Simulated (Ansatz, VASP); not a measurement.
# AlN in two plane-wave programs, part 2 of 4

Wanted: the spread between two codes on one cell, functional and k mesh. The cell is taken from a series of runs on this material, whose earlier steps may have relaxed, scaled, displaced or heated it; both programs get it as it stands.

VASP 6.6.1 and Ansatz 0.2.0.

So far: Set-up; Ansatz: zone-centre phonons, PBE, pair 1.

**3. VASP: zone-centre phonons, PBE, pair 1**

Level of this step: PBE; plane waves and PAW (N, Al) (VASP).

The same cell, functional and mesh now go to VASP, with its own data sets.

Lines of VASP's logs that name or quote its potential files are left out, and so is its time.

Contents of INCAR:

```
SYSTEM = AlN
PREC = Accurate
ENCUT = 600
EDIFF = 1E-08
NELM = 120
ISMEAR = 0
SIGMA = 0.01
LREAL = .FALSE.
ALGO = Normal
GGA = PE
NBANDS = 14
LORBIT = 11
LWAVE = .FALSE.
LCHARG = .FALSE.
ISIF = 2
IBRION = 8
LEPSILON = .TRUE.
LASPH = .TRUE.
GGA_COMPAT = .FALSE.
EFERMI = MIDGAP
KPAR = 2
```

Contents of POSCAR:

```
AlN
1.0
    3.0308377237      0.0000000000      0.0000000000
   -1.5154188618      2.6247824635      0.0000000000
    0.0000000000      0.0000000000      4.8151972122
N Al
2 2
Direct
    0.3333333333      0.6666666667      0.3820984518
    0.6666666667      0.3333333333      0.8820984518
    0.3333333333      0.6666666667      0.9979015482
    0.6666666667      0.3333333333      0.4979015482
```

Contents of KPOINTS:

```
Automatic mesh
0
Gamma
9 9 6
0 0 0
```

The projector-augmented-wave data sets are N and Al (PBE family, release 64).

Run with:

```bash
$ mpirun -np 2 vasp_std
```

Output:

```text
[banner, memory and clock lines left out]
running    2 mpi-ranks, on    1 nodes
 distrk:  each k-point on    1 cores,    2 groups
 distr:  one band on    1 cores,    1 groups

 POSCAR found type information on POSCAR N Al
 POSCAR found :  2 types and       4 ions
 LDA part: xc-table for (Slater+PW92), standard interpolation
 POSCAR, INCAR and KPOINTS ok, starting setup
 FFT: planning ... GRIDC
 FFT: planning ... GRID_SOFT
 FFT: planning ... GRID
 WAVECAR not read
 entering main loop
       N       E                     dE             d eps       ncg     rms          rms(c)
DAV:   1     0.563265031872E+02    0.56327E+02   -0.83165E+03  1344   0.117E+03
DAV:   2    -0.303645808820E+02   -0.86691E+02   -0.79473E+02  1896   0.233E+02
DAV:   3    -0.345645080048E+02   -0.41999E+01   -0.41815E+01  1824   0.553E+01
DAV:   4    -0.345923230733E+02   -0.27815E-01   -0.27812E-01  1500   0.495E+00
DAV:   5    -0.345926554778E+02   -0.33240E-03   -0.33239E-03  1848   0.542E-01    0.128E+01
DAV:   6    -0.294844756818E+02    0.51082E+01   -0.13305E+01  1728   0.291E+01    0.447E+00
DAV:   7    -0.294944343159E+02   -0.99586E-02   -0.96109E-01  1554   0.719E+00    0.306E+00
DAV:   8    -0.294867901243E+02    0.76442E-02   -0.77160E-02  1638   0.271E+00    0.481E-01
DAV:   9    -0.294811245815E+02    0.56655E-02   -0.19999E-02  1854   0.106E+00    0.235E-01
DAV:  10    -0.294817223081E+02   -0.59773E-03   -0.26781E-03  1554   0.371E-01    0.153E-01
DAV:  11    -0.294816004755E+02    0.12183E-03   -0.34359E-04  1794   0.152E-01    0.302E-02
DAV:  12    -0.294816030390E+02   -0.25635E-05   -0.15080E-05  1644   0.340E-02    0.784E-03
DAV:  13    -0.294816030521E+02   -0.13145E-07   -0.45688E-06  1824   0.177E-02    0.541E-03
DAV:  14    -0.294816030290E+02    0.23113E-07   -0.39597E-07  1656   0.550E-03    0.190E-03
DAV:  15    -0.294816030477E+02   -0.18639E-07   -0.52448E-08  1806   0.190E-03    0.158E-04
DAV:  16    -0.294816030429E+02    0.47970E-08   -0.14701E-09  1056   0.332E-04
   1 F= -.29481603E+02 E0= -.29481603E+02  d E =0.000000E+00
 Linear response reoptimize wavefunctions to high precision
DAV:   1    -0.294816030422E+02    0.70577E-09   -0.25716E-10  1326   0.218E-04
DAV:   2    -0.294816030422E+02    0.12506E-11   -0.33824E-11  1014   0.639E-05
 Linear response G [H, r] |phi>, progress :
  Direction:   1
       N       E                     dE             d eps       ncg     rms
RMM:   1    -0.610787557122E+02   -0.61079E+02    0.10921E+02  3252   0.751E+01
RMM:   2    -0.544141053119E+02    0.66647E+01   -0.33167E+00  2268   0.166E+01
RMM:   3    -0.544514841798E+02   -0.37379E-01   -0.45446E-02  2450   0.172E+00
RMM:   4    -0.544525900757E+02   -0.11059E-02   -0.10205E-03  2611   0.245E-01
RMM:   5    -0.544525984399E+02   -0.83643E-05   -0.30230E-05  2640   0.375E-02
RMM:   6    -0.544525984952E+02   -0.55274E-07   -0.17870E-06  2686   0.650E-03
RMM:   7    -0.544525983372E+02    0.15804E-06    0.27246E-06  2687   0.156E-03
RMM:   8    -0.544525983113E+02    0.25902E-07    0.59135E-06  2505   0.688E-04
RMM:   9    -0.544525981930E+02    0.11831E-06    0.43730E-06  2001   0.558E-04
RMM:  10    -0.544525982073E+02   -0.14297E-07    0.11107E-07  1893   0.546E-04
RMM:  11    -0.544525981975E+02    0.97516E-08    0.41251E-06  1853   0.546E-04
RMM:  12    -0.544525982028E+02   -0.53195E-08    0.32343E-06  1827   0.547E-04
 Linear response G [H, r] |phi>, progress :
  Direction:   2
       N       E                     dE             d eps       ncg     rms
RMM:   1    -0.663542733398E+02   -0.66354E+02    0.24798E+01  3113   0.738E+01
RMM:   2    -0.621193762821E+02    0.42349E+01   -0.27178E+00  2241   0.150E+01
RMM:   3    -0.621577207368E+02   -0.38344E-01   -0.37723E-02  2431   0.157E+00
RMM:   4    -0.621587618020E+02   -0.10411E-02   -0.85623E-04  2592   0.224E-01
RMM:   5    -0.621587701302E+02   -0.83283E-05   -0.28640E-05  2621   0.340E-02
RMM:   6    -0.621587702838E+02   -0.15360E-06   -0.56436E-06  2705   0.581E-03
RMM:   7    -0.621587699553E+02    0.32853E-06   -0.48590E-06  2693   0.138E-03
RMM:   8    -0.621587699310E+02    0.24332E-07   -0.44201E-06  2464   0.614E-04
RMM:   9    -0.621587699052E+02    0.25750E-07   -0.58711E-06  1992   0.504E-04
RMM:  10    -0.621587698760E+02    0.29234E-07   -0.11398E-05  1908   0.494E-04
RMM:  11    -0.621587698950E+02   -0.18983E-07   -0.71858E-06  1855   0.499E-04
RMM:  12    -0.621587699047E+02   -0.97752E-08   -0.10281E-05  1849   0.495E-04
 Linear response G [H, r] |phi>, progress :
  Direction:   3
       N       E                     dE             d eps       ncg     rms
RMM:   1    -0.670990064005E+02   -0.67099E+02    0.43107E+01  3095   0.741E+01
RMM:   2    -0.582371081249E+02    0.88619E+01   -0.32452E+00  2232   0.161E+01
RMM:   3    -0.582769382811E+02   -0.39830E-01   -0.44197E-02  2420   0.164E+00
RMM:   4    -0.582781431596E+02   -0.12049E-02   -0.87444E-04  2557   0.235E-01
RMM:   5    -0.582781705640E+02   -0.27404E-04   -0.18823E-05  2578   0.369E-02
[...]
Direction:   3
       N       E                     dE             d eps       ncg     rms          rms(c)
RMM:   1    -0.377767742631E+00   -0.37777E+00   -0.13112E+00  2671   0.305E+00
RMM:   2    -0.385000155744E+00   -0.72324E-02   -0.37404E-03  2293   0.395E-01
RMM:   3    -0.385051146182E+00   -0.50990E-04   -0.48271E-05  2383   0.400E-02
[...]
RMM:   3    -0.380815832249E+00    0.41843E-02   -0.60741E-03  2329   0.514E-01    0.553E-01
RMM:   4    -0.403193362600E+00   -0.22378E-01   -0.87544E-03  2361   0.638E-01    0.892E-02
RMM:   5    -0.406937483617E+00   -0.37441E-02   -0.15732E-04  2411   0.992E-02    0.194E-02
RMM:   6    -0.407652157905E+00   -0.71467E-03   -0.12725E-05  2468   0.260E-02    0.662E-03
RMM:   7    -0.407879159756E+00   -0.22700E-03   -0.11527E-06  2424   0.866E-03    0.116E-03
RMM:   8    -0.407922996242E+00   -0.43836E-04   -0.55611E-08  2500   0.183E-03    0.210E-04
RMM:   9    -0.407923842292E+00   -0.84605E-06    0.12357E-09  2487   0.468E-04    0.272E-05
RMM:  10    -0.407923127453E+00    0.71484E-06    0.17609E-08  1768   0.645E-05    0.126E-05
RMM:  11    -0.407922968289E+00    0.15916E-06    0.15210E-08  1696   0.666E-05    0.367E-06
 change of polarisation eV/A/(eV/A) component  3 :    -0.058    -0.037     0.745
 dielectric tensor                  component  3 :    -0.273    -0.176     4.520
 Linear response DOF=           4
 Linear response progress:
  Degree of freedom:   1/  4
       N       E                     dE             d eps       ncg     rms          rms(c)
RMM:   1    -0.238045646314E+00   -0.23805E+00    0.22850E-01 13865   0.330E+00
RMM:   2    -0.238914065107E+00   -0.86842E-03   -0.37073E-03 11085   0.500E-01    0.202E-01
RMM:   3    -0.239806364013E+00   -0.89230E-03   -0.11130E-03 10453   0.228E-01    0.978E-02
RMM:   4    -0.241930698970E+00   -0.21243E-02   -0.10486E-03 10739   0.209E-01    0.235E-02
RMM:   5    -0.241941894195E+00   -0.11195E-04   -0.30380E-05 12442   0.441E-02    0.260E-03
RMM:   6    -0.241985523392E+00   -0.43629E-04   -0.52114E-07 12702   0.516E-03    0.113E-03
RMM:   7    -0.241981693044E+00    0.38303E-05    0.17966E-07 12782   0.158E-03    0.105E-04
RMM:   8    -0.241981645685E+00    0.47359E-07    0.44638E-07 13171   0.166E-04    0.591E-05
RMM:   9    -0.241981538656E+00    0.10703E-06    0.61976E-08 13000   0.760E-05    0.460E-06
RMM:  10    -0.241981617232E+00   -0.78575E-07    0.37081E-08 13281   0.186E-05    0.235E-06
RMM:  11    -0.241981609830E+00    0.74017E-08    0.17169E-08 12456   0.126E-05    0.517E-07
 first order change of Fermi-energy  -0.40893E-04
 force on displaced ion       1 direction 1 : -20.370  -0.000  -0.000
 Born effective charge ion    1 direction 1 :  -2.499   0.000   0.000
 Linear response progress:
  Degree of freedom:   2/  4
       N       E                     dE             d eps       ncg     rms          rms(c)
RMM:   1    -0.255828921950E+00   -0.25583E+00    0.23908E-01  3419   0.329E+00
RMM:   2    -0.255468589001E+00    0.36033E-03   -0.37670E-03  2806   0.491E-01    0.206E-01
RMM:   3    -0.255640677766E+00   -0.17209E-03   -0.21984E-03  2790   0.274E-01    0.934E-02
RMM:   4    -0.257118851572E+00   -0.14782E-02   -0.10924E-03  2931   0.181E-01    0.247E-02
RMM:   5    -0.257313990947E+00   -0.19514E-03   -0.33170E-05  3059   0.408E-02    0.679E-03
RMM:   6    -0.257409954128E+00   -0.95963E-04    0.33795E-07  3215   0.869E-03    0.284E-03
RMM:   7    -0.257397260751E+00    0.12693E-04    0.46363E-07  3039   0.376E-03    0.749E-04
RMM:   8    -0.257402911297E+00   -0.56505E-05    0.83883E-08  3257   0.109E-03    0.305E-04
RMM:   9    -0.257401957130E+00    0.95417E-06   -0.22824E-08  3163   0.389E-04    0.306E-05
RMM:  10    -0.257401941546E+00    0.15584E-07   -0.41614E-08  3323   0.626E-05    0.203E-05
RMM:  11    -0.257402031513E+00   -0.89966E-07   -0.40587E-09  3274   0.326E-05    0.561E-06
RMM:  12    -0.257402026560E+00    0.49527E-08    0.41655E-09  3270   0.163E-05    0.127E-06
 first order change of Fermi-energy   0.90101E+00
 force on displaced ion       1 direction 3 :   0.000  -0.000 -24.074
 Born effective charge ion    1 direction 3 :   0.000   0.000  -2.677
 Linear response progress:
  Degree of freedom:   3/  4
       N       E                     dE             d eps       ncg     rms          rms(c)
RMM:   1    -0.682859733274E-02   -0.68286E-02    0.21133E-03 16383   0.819E-01
RMM:   2    -0.624012611128E-02    0.58847E-03   -0.38273E-04 11234   0.172E-01    0.981E-02
RMM:   3    -0.612410567095E-02    0.11602E-03   -0.86801E-05 11886   0.686E-02    0.531E-02
RMM:   4    -0.616181977168E-02   -0.37714E-04   -0.80068E-05 11559   0.669E-02    0.892E-03
RMM:   5    -0.616449961232E-02   -0.26798E-05    0.67097E-07 12188   0.144E-02    0.126E-03
RMM:   6    -0.616503367900E-02   -0.53407E-06    0.43645E-07 12617   0.212E-03    0.535E-04
RMM:   7    -0.616337088780E-02    0.16628E-05   -0.48893E-08 12489   0.999E-04    0.506E-05
RMM:   8    -0.616347079675E-02   -0.99909E-07    0.68588E-09 13022   0.126E-04    0.291E-05
RMM:   9    -0.616341017772E-02    0.60619E-07   -0.14905E-08 12788   0.496E-05    0.437E-06
RMM:  10    -0.616340840606E-02    0.17717E-08   -0.16795E-09 13253   0.996E-06    0.238E-06
 first order change of Fermi-energy  -0.53132E-05
 force on displaced ion       3 direction 1 : -20.235  -0.000  -0.000
 Born effective charge ion    3 direction 1 :   2.499   0.000   0.000
 Linear response progress:
  Degree of freedom:   4/  4
       N       E                     dE             d eps       ncg     rms          rms(c)
RMM:   1    -0.210779073574E-01   -0.21078E-01   -0.25908E-04  4915   0.136E+00
RMM:   2    -0.123305213838E-01    0.87474E-02   -0.21247E-03  2798   0.416E-01    0.124E-01
RMM:   3    -0.119838338041E-01    0.34669E-03   -0.69497E-04  2927   0.162E-01    0.549E-02
RMM:   4    -0.119290177764E-01    0.54816E-04   -0.39257E-04  3069   0.511E-02    0.272E-02
RMM:   5    -0.119100693818E-01    0.18948E-04   -0.33161E-04  3064   0.383E-02    0.641E-03
RMM:   6    -0.118856324660E-01    0.24437E-04   -0.10862E-04  3123   0.122E-02    0.173E-03
RMM:   7    -0.118763643659E-01    0.92681E-05   -0.14864E-05  3170   0.235E-03    0.522E-04
RMM:   8    -0.118755226110E-01    0.84175E-06   -0.32619E-06  3146   0.987E-04    0.187E-04
RMM:   9    -0.118753655977E-01    0.15701E-06   -0.49931E-07  3210   0.287E-04    0.243E-05
RMM:  10    -0.118753074636E-01    0.58134E-07   -0.24742E-07  3259   0.543E-05    0.114E-05
RMM:  11    -0.118752824266E-01    0.25037E-07    0.42666E-08  3214   0.260E-05    0.227E-06
RMM:  12    -0.118752822578E-01    0.16876E-09   -0.38825E-09  3307   0.716E-06    0.158E-06
 first order change of Fermi-energy  -0.90112E+00
 force on displaced ion       3 direction 3 :   0.000   0.000 -25.183
 Born effective charge ion    3 direction 3 :   0.000   0.000   2.677
 Born effective charges drift removed
 Linear response finished
```

[end of part 2 of 4]

[Lines on the potential files, build, host, timing and source positions are cut from VASP's logs without a mark.]

[Logs are printed without paths, hosts, clocks, repeated set-up lines and the standing remarks that a program may print on its own settings, such as how far it seeks lower states.]

[Hosts, paths, dates, database ids (printed as entryN), source tags and the programs' standing remarks are cut or masked in the printed files.]
